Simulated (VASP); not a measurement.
Here is a VASP 6.6.1 calculation.

File INCAR:

```
SYSTEM = Cs2AgBiBr6
PREC = Accurate ; ENCUT = 520
EDIFF = 1E-6 ; ISMEAR = 0
SIGMA = 0.03 ; LREAL = .FALSE.
LASPH = .TRUE. ; NELM = 80
ALGO = Fast ; ISIF = 2
LWAVE = .FALSE. ; LCHARG = .FALSE.
LMAXMIX = 4 ; GGA = PE
NBANDS = 54 ; KPAR = 4
```

Contents of KPOINTS:

```
regular mesh
0
G
  4 4 4
  0 0 0
```

POSCAR

```
Cs2AgBiBr6                              
1.0
    0.0000000000      5.5936098718      5.5936098718
    5.5936098718      0.0000000000      5.5936098718
    5.5936098718      5.5936098718      0.0000000000
  Cs              Ag              Bi              Br            
     2     1     1     6
Direct
     0.2500000000000000    0.2500000000000000    0.2500000000000000
     0.7500000000000000    0.7500000000000000    0.7500000000000000
     0.5000000000000000    0.5000000000000000    0.5000000000000000
     0.0000000000000000    0.0000000000000000    0.0000000000000000
     0.2539881990043966    0.7460118009956034    0.2539881990043966
     0.2539881990043966    0.7460118009956034    0.7460118009956034
     0.7460118009956034    0.2539881990043966    0.7460118009956034
     0.7460118009956034    0.2539881990043966    0.2539881990043966
     0.2539881990043966    0.2539881990043966    0.7460118009956034
     0.7460118009956034    0.7460118009956034    0.2539881990043966
```

Contents of KPOINTS_OPT:

```
explicit points
252
Reciprocal
 0.0000000000  0.0000000000  0.0000000000 1
 0.0357142857  0.0000000000  0.0357142857 1
 0.0714285714  0.0000000000  0.0714285714 1
 0.1071428571  0.0000000000  0.1071428571 1
 0.1428571429  0.0000000000  0.1428571429 1
 0.1785714286  0.0000000000  0.1785714286 1
[... 244 lines left out ...]
 0.4778788300  0.0221211700  0.5000000000 1
 0.5221211700 -0.0221211700  0.5000000000 1
```

Potentials or basis: VASP PAW PBE potentials, release 64 (Cs_sv, Ag, Bi_d, Br).

Launch:

```sh
$ cat potpaw_PBE.64/Cs_sv/POTCAR potpaw_PBE.64/Ag/POTCAR potpaw_PBE.64/Bi_d/POTCAR potpaw_PBE.64/Br/POTCAR > POTCAR
$ mpirun -np 4 vasp_std > vasp.out
```

Q: What does it give for the largest force?

A: 0.046 eV/Å.

Q: What does it give for the band gap on the k mesh?

A: 1.19 eV, indirect (least direct gap 2.41 eV).

Q: Predict the band gap along the path.

A: 1.19 eV, indirect (least direct gap 2.30 eV).

Levels at the corners of the path, in eV from the valence-band top:
| point | band 41 | band 42 | band 43 | band 44 | band 45 | band 46 |
| --- | --- | --- | --- | --- | --- | --- |
| Γ | -1.28 | -0.63 | -0.63 | 2.14 | 2.14 | 2.14 |
| X | -1.29 | -0.64 | 0.00 | 2.65 | 2.65 | 3.01 |
| X | -1.29 | -0.64 | 0.00 | 2.65 | 2.65 | 3.01 |
| W | -1.54 | -1.28 | -0.10 | 2.59 | 2.85 | 2.85 |
| W | -1.54 | -1.28 | -0.10 | 2.59 | 2.85 | 2.85 |
| K | -1.46 | -1.01 | -0.23 | 2.24 | 2.92 | 3.16 |
| K | -1.46 | -1.01 | -0.23 | 2.24 | 2.92 | 3.16 |
| Γ | -1.28 | -0.63 | -0.63 | 2.14 | 2.14 | 2.14 |
| Γ | -1.28 | -0.63 | -0.63 | 2.14 | 2.14 | 2.14 |
| L | -1.52 | -1.27 | -1.27 | 1.19 | 3.57 | 3.57 |
| L | -1.52 | -1.27 | -1.27 | 1.19 | 3.57 | 3.57 |
| U | -1.46 | -1.01 | -0.23 | 2.24 | 2.92 | 3.16 |
| U | -1.46 | -1.01 | -0.23 | 2.24 | 2.92 | 3.16 |
| W | -1.54 | -1.28 | -0.10 | 2.59 | 2.85 | 2.85 |
| W | -1.54 | -1.28 | -0.10 | 2.59 | 2.85 | 2.85 |
| L | -1.52 | -1.27 | -1.27 | 1.19 | 3.57 | 3.57 |
| L | -1.52 | -1.27 | -1.27 | 1.19 | 3.57 | 3.57 |
| K | -1.46 | -1.01 | -0.23 | 2.24 | 2.92 | 3.16 |
| U | -1.46 | -1.01 | -0.23 | 2.24 | 2.92 | 3.16 |
| X | -1.29 | -0.64 | 0.00 | 2.65 | 2.65 | 3.01 |

Caveat: spin-orbit coupling is left out, which as a rule narrows the gap of such compounds by several tenths of an eV.
